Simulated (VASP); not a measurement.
# CsLiCr2Te2S3 (Cm) in VASP: a series of runs

Aim: see how the results for CsLiCr2Te2S3 move with the level of theory and the settings. Levels: B3LYP, PBE. Tasks: density of states, band structure.

Everything below comes from runs of VASP 6.6.1. Logs are shortened: lines on timing, memory, paths and dates and some standing lists are left out, and cuts for length are marked.

## (1) Starting point

The structure is monoclinic, space group Cm (No. 8). Conventional cell: a = 6.843 Å, b = 10.361 Å, c = 7.978 Å, α = 90.00°, β = 111.21°, γ = 90.00°. Around Cs (site symmetry m) lie 5 S at 3.58 to 3.92 Å and 1 Li at 4.01 Å. Li (site symmetry m) is surrounded by 3 S at 2.42 to 2.56 Å. Around Cr (site symmetry 1) lie 3 S at 2.20 to 2.25 Å and 1 Te at 2.51 Å. Around Te (site symmetry 1) lie 1 Cr at 2.51 Å. S (site symmetry 1) has 2 Cr at 2.24 to 2.25 Å and 1 Li at 2.56 Å as nearest neighbours. S (site symmetry m) is surrounded by 2 Cr at 2.20 Å and 1 Li at 2.42 Å.

The cell was built by a generator and needn't be a form met in nature.

## (2) Density of states, B3LYP, collinear spin, ferromagnetic start

Contents of POSCAR:

```
CsLiCr2Te2S3
1.0
    3.4216200000     -5.1806900000      0.0078400000
    3.4216200000      5.1806900000      0.0078400000
   -2.9041100000      0.0000000000      7.4309300000
Cs Li Cr Te S
1 1 2 2 3
Direct
    0.0937400000      0.0937400000      0.0085300000
    0.5887500000      0.5887500000      0.5533600000
    0.0564600000      0.4675500000      0.5579000000
    0.4675500000      0.0564600000      0.5579000000
    0.5648600000      0.8735700000      0.2903500000
    0.8735700000      0.5648600000      0.2903500000
    0.8115100000      0.3969700000      0.7334700000
    0.3969700000      0.8115100000      0.7334700000
    0.2140400000      0.2140400000      0.4837100000
```

Contents of INCAR.step1:

```
ALGO = Normal
EDIFF = 1E-5
ENCUT = 520
GGA = PE
ISIF = 2
ISMEAR = -1
ISPIN = 2
LASPH = T
LCHARG = F
LMAXMIX = 4
LREAL = F
LWAVE = T
MAGMOM = 0 0 3 3 0 0 0 0 0
NELM = 150
PREC = Accurate
SIGMA = 0.05
```

Contents of INCAR.step2:

```
AEXX = 0.2
AGGAC = 0.81
AGGAX = 0.72
ALDAC = 0.19
ALGO = Normal
EDIFF = 1E-6
ENCUT = 520
GGA = B3
HFRCUT = -1
ISIF = 2
ISMEAR = 0
ISPIN = 2
ISTART = 1
LASPH = T
LCHARG = F
LHFCALC = T
LMAXMIX = 4
LORBIT = 10
LREAL = F
LWAVE = F
MAGMOM = 0 0 3 3 0 0 0 0 0
NEDOS = 2001
NELM = 150
PREC = Accurate
PRECFOCK = Fast
SIGMA = 0.05
```

Contents of KPOINTS:

```
k-points
0
Gamma
  3 3 2
```

Potentials or basis: VASP PAW PBE potentials, release 64 (Cs_sv, Li_sv, Cr_pv, Te, S).

Command:

```console
$ cat potpaw_PBE.64/Cs_sv/POTCAR potpaw_PBE.64/Li_sv/POTCAR potpaw_PBE.64/Cr_pv/POTCAR potpaw_PBE.64/Te/POTCAR potpaw_PBE.64/S/POTCAR > POTCAR
$ cp INCAR.step1 INCAR
$ mpirun -np 8 vasp_std > vasp.out
$ cp INCAR.step2 INCAR
$ mpirun -np 8 vasp_std > vasp.out
```

OUTCAR:

```text
AEXX = 0.2
   EDIFF = 1E-6
   ENCUT = 520
   GGA = B3
   ISIF = 2
   ISMEAR = 0
   ISPIN = 2
   ISTART = 1
   LASPH = T
   LHFCALC = T
   LORBIT = 10
   LREAL = F
   NELM = 150
   PREC = Accurate
   PRECFOCK = Fast

 ion  position               nearest neighbor table
   1  0.094  0.094  0.009-
   2  0.589  0.589  0.553-   9 2.42   8 2.56   7 2.56   6 3.02   5 3.02
   3  0.056  0.468  0.558-   9 2.20   7 2.24   8 2.25   6 2.51
   4  0.468  0.056  0.558-   9 2.20   8 2.24   7 2.25   5 2.51
   5  0.565  0.874  0.290-   4 2.51   2 3.02   6 3.20
   6  0.874  0.565  0.290-   3 2.51   2 3.02   5 3.20
   7  0.812  0.397  0.733-   3 2.24   4 2.25   2 2.56
   8  0.397  0.812  0.733-   4 2.24   3 2.25   2 2.56
   9  0.214  0.214  0.484-   3 2.20   4 2.20   2 2.42

  LATTYP: Found a base centered monoclinic cell.
 ALAT       =     6.8432579639
 B/A-ratio  =     1.5141004555
 C/A-ratio  =     1.1658564481
 COS(beta)  =    -0.3618680181

  Lattice vectors:

 A1 = (   3.4216200000,  -5.1806900000,   0.0078400000)
 A2 = (   3.4216200000,   5.1806900000,   0.0078400000)
 A3 = (  -2.9041100000,   0.0000000000,   7.4309300000)

Analysis of symmetry for initial positions (statically):
=====================================================================
 Subroutine PRICEL returns:
 Original cell was already a primitive cell.

 Routine SETGRP: Setting up the symmetry group for a
 base centered monoclinic supercell.

 Subroutine GETGRP returns: Found  2 space group operations
 (whereof  2 operations were pure point group operations)
 out of a pool of  4 trial point group operations.

The static configuration has the point symmetry C_1h.

Analysis of symmetry for dynamics (positions and initial velocities):
=====================================================================
 Subroutine PRICEL returns:
 Original cell was already a primitive cell.

 Routine SETGRP: Setting up the symmetry group for a
 base centered monoclinic supercell.

 Subroutine GETGRP returns: Found  2 space group operations
 (whereof  2 operations were pure point group operations)
 out of a pool of  4 trial point group operations.

The dynamic configuration has the point symmetry C_1h.

Analysis of structural, dynamic, and magnetic symmetry:
=====================================================================
 Subroutine PRICEL returns:
 Original cell was already a primitive cell.

 Routine SETGRP: Setting up the symmetry group for a
 base centered monoclinic supercell.

 Subroutine GETGRP returns: Found  2 space group operations
 (whereof  2 operations were pure point group operations)
 out of a pool of  4 trial point group operations.

The overall configuration has the point symmetry C_1h.

 Subroutine INISYM returns: Found  2 space group operations
 (whereof  2 operations are pure point group operations),
 and found     1 'primitive' translations

----------------------------------------------------------------------------------------

                                     Primitive cell

  volume of cell :     263.6825

  direct lattice vectors                    reciprocal lattice vectors
     3.421620000 -5.180690000  0.007840000     0.145998873 -0.096512241  0.057058374
     3.421620000  5.180690000  0.007840000     0.145998873  0.096512241  0.057058374
    -2.904110000  0.000000000  7.430930000    -0.000308072  0.000000000  0.134452259

  length of vectors
     6.208630587  6.208630587  7.978256423     0.184081345  0.184081345  0.134452612

  position of ions in fractional coordinates (direct lattice)
     0.093740000  0.093740000  0.008530000
     0.588750000  0.588750000  0.553360000
     0.056460000  0.467550000  0.557900000
     0.467550000  0.056460000  0.557900000
     0.564860000  0.873570000  0.290350000
     0.873570000  0.564860000  0.290350000
     0.811510000  0.396970000  0.733470000
     0.396970000  0.811510000  0.733470000
[... 60 lines left out ...]
   ISTART =      1    job   : 0-new  1-cont  2-samecut
   ICHARG =      0    charge: 1-file 2-atom 10-const
   ISPIN  =      2    spin polarized calculation?
   LNONCOLLINEAR =      F non collinear calculations
   LSORBIT =      F    spin-orbit coupling
   LASPH  =      T    aspherical Exc in radial PAW
   ENCUT  =  520.0 eV  38.22 Ry    6.18 a.u.  11.54 11.54 14.83*2*pi/ulx,y,z
   NELM   =    150;   NELMIN=  2; NELMDL=  0     # of ELM steps
   EDIFF  = 0.1E-05   stopping-criterion for ELM
   LREAL  =      F    real-space projection
   EDIFFG = 0.1E-04   stopping-criterion for IOM
   NSW    =      0    number of steps for IOM
   IBRION =     -1    ionic relax: 0-MD 1-quasi-New 2-CG
   NFREE  =      0    steps in history (QN), initial steepest desc. (CG)
   ISIF   =      2    stress and relaxation
   ISYM   =      3    0-nonsym 1-usesym 2-fastsym
   POTIM  = 0.5000    time-step for ionic-motion
   TEBEG  =    0.0;   TEEND  =   0.0 temperature during run
   PSTRESS=    0.0 pullay stress
   NELECT =      66.0000    total number of electrons
[... 19 lines left out ...]
   NKREDZ  =     1    reduce k-point grid by
   AEXX    =    0.2000 exact exchange contribution
   HFSCREEN=    0.0000 screening length (either q_TF or 0.3 A-1)
   HFSCREENC=   0.0000 screening length for correlation (either q_TF or 0.3 A-1)
   ENCUTFOCK=  -1.0 apply spherical cutoff to Coloumb kernel
   IVDW    =     0    specifies the selected vdW correction
   LEPSILON=     F    determine dielectric tensor
   LRPA    =     F    only Hartree local field effects (RPA)
 spin polarized calculation
 Gauss-broadening in eV      SIGMA  =   0.05
  energy-cutoff  :      520.00
  volume of cell :      263.68
 maximum number of plane-waves:      7130
 NGX is ok and might be reduce to    48
  NGX = 24; NGY = 24; NGZ = 32

 number of electron      66.0000015 magnetization       4.0000029

 Free energy of the ion-electron system (eV)
  ---------------------------------------------------
  ext. energy  EPLUGINS =         0.00000000
  ---------------------------------------------------
  free energy    TOTEN  =       -55.43923987 eV

  energy without entropy =      -55.43923987  energy(sigma->0) =      -55.43923987

 E-fermi :   3.0460     XC(G=0):  -6.6557

 val. band max:        2.8637521169   @ k =  -0.3333   0.3333   0.5000
 cond. band min:       3.2283568080   @ k =  -0.3333   0.3333   0.0000
 fundamental gap:      0.3646046911
 Fermi energy:         3.0460497891

 spin component 1

 k-point     1 :       0.0000    0.0000    0.0000
  band No.  band energies     occupation
      1     -46.5547      1.00000
      2     -44.8949      1.00000
      3     -44.8862      1.00000
      4     -44.8783      1.00000
      5     -44.8754      1.00000
      6     -44.8079      1.00000
[... 373 lines left out ...]
     44       8.8238      0.00000
     45       9.0010      0.00000
 Fermi energy:         3.0460497891

 spin component 2

 k-point     1 :       0.0000    0.0000    0.0000
  band No.  band energies     occupation
      1     -46.5504      1.00000
      2     -41.4963      1.00000
      3     -41.4816      1.00000
      4     -41.3676      1.00000
      5     -41.3658      1.00000
      6     -41.3474      1.00000
[... 373 lines left out ...]
     44       8.9388      0.00000
     45       9.1616      0.00000
 [bands above 45 left out]

------------------------ aborting loop because EDIFF is reached ----------------------------------------

  FORCE on cell =-STRESS in cart. coord.  units (eV):
  Direction    XX          YY          ZZ          XY          YZ          ZX
  --------------------------------------------------------------------------------------
  -------------------------------------------------------------------------------------
  Total        3.9631205      4.7070764      2.8676841      0.0000000      0.0000000      0.4980252
  in kB       24.0805602     28.6009566     17.4245116      0.0000000      0.0000000      3.0260818
  external PRESSURE =      23.3686761 kB  Pullay stress =       0.0000000 kB

 VOLUME and BASIS-vectors are now :
 -----------------------------------------------------------------------------
  energy-cutoff  :      520.00
  volume of cell :      263.68
      direct lattice vectors                 reciprocal lattice vectors
     3.421620000 -5.180690000  0.007840000     0.145998873 -0.096512241  0.057058374
     3.421620000  5.180690000  0.007840000     0.145998873  0.096512241  0.057058374
    -2.904110000  0.000000000  7.430930000    -0.000308072  0.000000000  0.134452259

 POSITION                                       TOTAL-FORCE (eV/Angst)
 -----------------------------------------------------------------------------------
      0.61671      0.00000      0.06486         0.006497      0.000000     -0.023101
      2.42194      0.00000      4.12121        -0.068182      0.000000      0.078860
      0.17276      2.12973      4.14982        -0.040318      0.025050     -0.024311
      0.17276     -2.12973      4.14982        -0.040318     -0.025050     -0.024311
      4.07855      1.59933      2.16885        -0.067427     -0.128935     -0.230405
      4.07855     -1.59933      2.16885        -0.067427      0.128935     -0.230405
      2.00488     -2.14760      5.45984         0.112930      0.114586      0.286135
      2.00488      2.14760      5.45984         0.112930     -0.114586      0.286135
      0.05998      0.00000      3.59777         0.051314      0.000000     -0.118597
 -----------------------------------------------------------------------------------
    total drift:                               -0.002230      0.000000      0.002926

  FREE ENERGIE OF THE ION-ELECTRON SYSTEM (eV)
  ---------------------------------------------------
  free  energy   TOTEN  =       -55.4392398712 eV

  energy  without entropy=      -55.4392398659  energy(sigma->0) =      -55.43923987

 total charge

# of ion       s       p       d       tot
------------------------------------------
    1        2.104   4.705   0.021   6.830
    2        2.013   0.053   0.000   2.067
    3        0.344   6.287   4.153  10.784
    4        0.344   6.287   4.153  10.784
    5        1.370   2.097   0.025   3.492
    6        1.370   2.097   0.025   3.492
    7        1.342   2.435   0.000   3.777
    8        1.342   2.435   0.000   3.777
    9        1.347   2.465   0.000   3.812
--------------------------------------------------
tot         11.577  28.861   8.377  48.815

 magnetization (x)

# of ion       s       p       d       tot
------------------------------------------
    1       -0.000  -0.003  -0.000  -0.004
    2        0.001   0.001   0.000   0.001
    3        0.027   0.009   2.641   2.677
    4        0.027   0.009   2.641   2.677
    5       -0.013  -0.348   0.001  -0.359
    6       -0.013  -0.348   0.001  -0.359
    7       -0.006  -0.125   0.000  -0.130
    8       -0.006  -0.125   0.000  -0.130
    9        0.001  -0.132   0.000  -0.130
--------------------------------------------------
tot          0.017  -1.060   5.285   4.242
```

It took 13 min on 8 MPI ranks of Intel Xeon Platinum 8488C (Sapphire Rapids), shared host; peak memory 0.27 GiB.

Results:

```
Free energy                                           : -55.4392 eV
Largest force                                         : 0.328 eV/Å
Band gap on the k mesh                                : none (metal or under the smearing width)
Net moment                                            : 4.00 μB per cell
Site moments                                          : Cs -0.00; Li +0.00; Cr +2.68; Te -0.36; S -0.13 μB
Valence electrons inside the program's atomic spheres : Cs 6.83; Li 2.07; Cr 10.78; Te 3.49; S 3.78, 3.81
```

Forces in eV/Å, atoms in the order of the input:
```
Cs   0.006  0.000 -0.023
Li  -0.068  0.000  0.079
Cr  -0.040  0.025 -0.024
Cr  -0.040 -0.025 -0.024
Te  -0.067 -0.129 -0.230
Te  -0.067  0.129 -0.230
S    0.113  0.115  0.286
S    0.113 -0.115  0.286
S    0.051  0.000 -0.119
```

States per cell in windows of 1 eV (zero at the Fermi level; states under -8 eV left out):
```tsv
from (eV)	up	down	Cr3_d_up	Cr4_d_up	Cr3_d_down	Cr4_d_down	S9_p_down	S7_p_down
-8.0	0.00	0.00	0.00	0.00	0.00	0.00	0.00	0.00
-7.0	0.05	0.00	0.00	0.00	0.00	0.00	0.00	0.00
-6.0	3.34	1.25	0.54	0.54	0.04	0.04	0.28	0.09
-5.0	4.72	3.98	0.80	0.80	0.17	0.17	0.37	0.47
-4.0	3.70	4.75	0.75	0.75	0.27	0.27	0.38	0.54
-3.0	3.79	2.65	0.76	0.76	0.13	0.13	0.15	0.14
-2.0	2.05	1.09	0.34	0.34	0.03	0.03	0.09	0.02
-1.0	1.35	1.28	0.13	0.13	0.07	0.07	0.03	0.01
0.0	1.73	0.00	0.31	0.31	0.00	0.00	0.00	0.00
1.0	2.98	0.45	0.59	0.59	0.15	0.15	0.00	0.00
2.0	1.29	4.46	0.23	0.23	1.45	1.45	0.02	0.04
3.0	0.06	4.21	0.00	0.00	1.36	1.36	0.10	0.07
4.0	0.87	1.43	0.01	0.01	0.31	0.31	0.02	0.04
5.0	3.09	2.98	0.04	0.04	0.12	0.12	0.02	0.03
6.0	2.98	3.46	0.03	0.03	0.09	0.09	0.02	0.03
7.0	0.00	0.01	0.00	0.00	0.00	0.00	0.00	0.00
```

Caveat: the k mesh is coarse (spacing up to 0.42 Å⁻¹), so the values aren't converged, least of all with exact exchange; the cutoff is under 1.25 times the usual one of these potentials, so pressure, stress and relaxed cells hold a basis-set (Pulay) error; the PAW data sets were made with another functional, which shifts forces and pressure a little; only a ferromagnetic start was run, and an antiferromagnetic order may lie lower in energy. The run has no spin-orbit coupling, so splittings on Cs, Te are missing.

## (3) Band structure, PBE, collinear spin, ferromagnetic start

Contents of POSCAR:

```
CsLiCr2Te2S3                            
1.0
    3.4203512128     -5.1707086578      0.0071824175
    3.4203512128      5.1707086578      0.0071824175
   -2.9045090025      0.0000000000      7.4401038662
  Cs              Li              Cr              Te              S             
     1     1     2     2     3
Direct
     0.0938612490446771    0.0938612490446771    0.0084440721952306
     0.5886739142241496    0.5886739142241496    0.5535746953967222
     0.0562304976453545    0.4676672234969781    0.5580403029089908
     0.4676672234969781    0.0562304976453545    0.5580403029089908
     0.5647271140586085    0.8740295401065656    0.2900915138128905
     0.8740295401065656    0.5647271140586085    0.2900915138128905
     0.8112319243818511    0.3970719191554886    0.7336428954226316
     0.3970719191554886    0.8112319243818511    0.7336428954226316
     0.2139566178863274    0.2139566178863274    0.4834718081190018
```

Contents of INCAR.step1:

```
ALGO = Normal
EDIFF = 1E-6
ENCUT = 520
GGA = PE
ISIF = 2
ISMEAR = -1
ISPIN = 2
KPAR = 4
LASPH = T
LCHARG = T
LMAXMIX = 4
LORBIT = 11
LREAL = F
LWAVE = F
MAGMOM = 0 0 3 3 0 0 0 0 0
NBANDS = 47
NELM = 120
PREC = Accurate
SIGMA = 0.05
```

Contents of KPOINTS.step1:

```
k-points
0
Gamma
  5 5 4
```

Contents of INCAR.step2:

```
ALGO = Normal
EDIFF = 1E-6
ENCUT = 520
GGA = PE
ICHARG = 11
ISIF = 2
ISMEAR = 0
ISPIN = 2
KPAR = 4
LASPH = T
LCHARG = F
LMAXMIX = 4
LORBIT = 11
LREAL = F
LWAVE = F
MAGMOM = 0 0 3 3 0 0 0 0 0
NBANDS = 47
NELM = 120
PREC = Accurate
SIGMA = 0.05
```

Contents of KPOINTS.step2:

```
path GYFHZIF1,H1Y1XGN,MG
15
line-mode
reciprocal
 0.0000000000  0.0000000000  0.0000000000  G
-0.3590512451 -0.3590512451  0.0920144226  Y

-0.3590512451 -0.3590512451  0.0920144226  Y
-0.4106706465 -0.4106706465  0.4246263637  F

-0.4106706465 -0.4106706465  0.4246263637  F
-0.3074318437 -0.3074318437  0.7594024814  H

-0.3074318437 -0.3074318437  0.7594024814  H
 0.0000000000  0.0000000000  0.5000000000  Z

 0.0000000000  0.0000000000  0.5000000000  Z
-0.5000000000  0.5000000000  0.5000000000  I

-0.5000000000  0.5000000000  0.5000000000  I
-0.5893293535  0.4106706465  0.5753736363  F1

-0.6925681563  0.3074318437  0.2405975186  H1
-0.6409487549  0.3590512451 -0.0920144226  Y1

-0.6409487549  0.3590512451 -0.0920144226  Y1
-0.5000000000  0.5000000000  0.0000000000  X

-0.5000000000  0.5000000000  0.0000000000  X
 0.0000000000  0.0000000000  0.0000000000  G

 0.0000000000  0.0000000000  0.0000000000  G
-0.5000000000  0.0000000000  0.0000000000  N

-0.5000000000  0.0000000000  0.5000000000  M
 0.0000000000  0.0000000000  0.0000000000  G
```

Potentials or basis: VASP PAW PBE potentials, release 64 (Cs_sv, Li_sv, Cr_pv, Te, S).

Command:

```console
$ cat potpaw_PBE.64/Cs_sv/POTCAR potpaw_PBE.64/Li_sv/POTCAR potpaw_PBE.64/Cr_pv/POTCAR potpaw_PBE.64/Te/POTCAR potpaw_PBE.64/S/POTCAR > POTCAR
$ cp INCAR.step1 INCAR
$ cp KPOINTS.step1 KPOINTS
$ mpirun -np 4 vasp_std > vasp.out
$ cp INCAR.step2 INCAR
$ cp KPOINTS.step2 KPOINTS
$ mpirun -np 4 vasp_std > vasp.out
```

Wall time 12 min (4 MPI ranks of AMD EPYC 9R45 (Zen 5), shared host); peak memory 2.6 GiB.

Results (log left out):

```yaml
Band_gap_along_the_path: none (metal or under the smearing width)
Net_moment: 4.01 μB per cell
```

Caveat: the cutoff is under 1.25 times the usual one of these potentials, so pressure, stress and relaxed cells hold a basis-set (Pulay) error; the log is that of the step along the path at fixed density, whose energy, stress, charges and moments have no meaning; spin-orbit coupling is left out, which moves the levels of the heavy elements; only a ferromagnetic start was run, and an antiferromagnetic order may lie lower in energy.

## (4) For comparison

An earlier run on the cell as given: functional PBE; potentials or basis VASP PAW PBE potentials, release 64 (Cs_sv, Li_sv, Cr_pv, Te, S); cutoff 520 eV; k mesh 5 × 5 × 4; occupations fermi-dirac, width 0.05 eV; collinear spin, ferromagnetic start; starting moments [0.0, 0.0, 3.0, 3.0, 0.0, 0.0, 0.0, 0.0, 0.0] μB.

* Largest force: 0.012 eV/Å
* Band gap on the k mesh: none (metal or under the smearing width)
* Net moment: 4.01 μB per cell
* Site moments: Cs -0.00; Li +0.00; Cr +2.27; Te -0.19; S -0.08 μB
* Valence electrons inside the program's atomic spheres: Cs 6.56; Li 2.06; Cr 10.79; Te 3.38; S 3.73, 3.75

## (5) Overview

```csv
task,level,cell,k mesh,smearing,grid for exact exchange (PRECFOCK),exchange at q = 0,mesh quality,gap on the mesh (eV),moment (μB),largest force (eV/Å)
density of states,B3LYP,"Cm, 29.3 Å³/atom",3 × 3 × 2,gaussian 0.05 eV,Fast,truncated,coarse,none,4.00,0.33
band structure,PBE,"Cm, 29.26 Å³/atom",5 × 5 × 4,fermi-dirac 0.05 eV,-,-,not flagged,-,4.01,-
single point,PBE,"Cm, 29.3 Å³/atom",5 × 5 × 4,fermi-dirac 0.05 eV,-,-,not flagged,none,4.01,0.01
```

Alike in all rows: potentials or basis VASP PAW PBE potentials, release 64 (Cs_sv, Li_sv, Cr_pv, Te, S); spin collinear, ferromagnetic start; cutoff (eV) 520.

Caveats: some runs use coarse meshes; the cutoff is under 1.25 times the usual one of these potentials, so pressure, stress and relaxed cells hold a basis-set (Pulay) error; only a ferromagnetic start was run, and an antiferromagnetic order may lie lower in energy; the PAW data sets were made with another functional, which shifts forces and pressure a little (some runs); spin-orbit coupling is left out, which moves the levels of the heavy elements (some runs).

Total energies depend on the potentials used, so only differences within one code and one set of settings carry meaning.
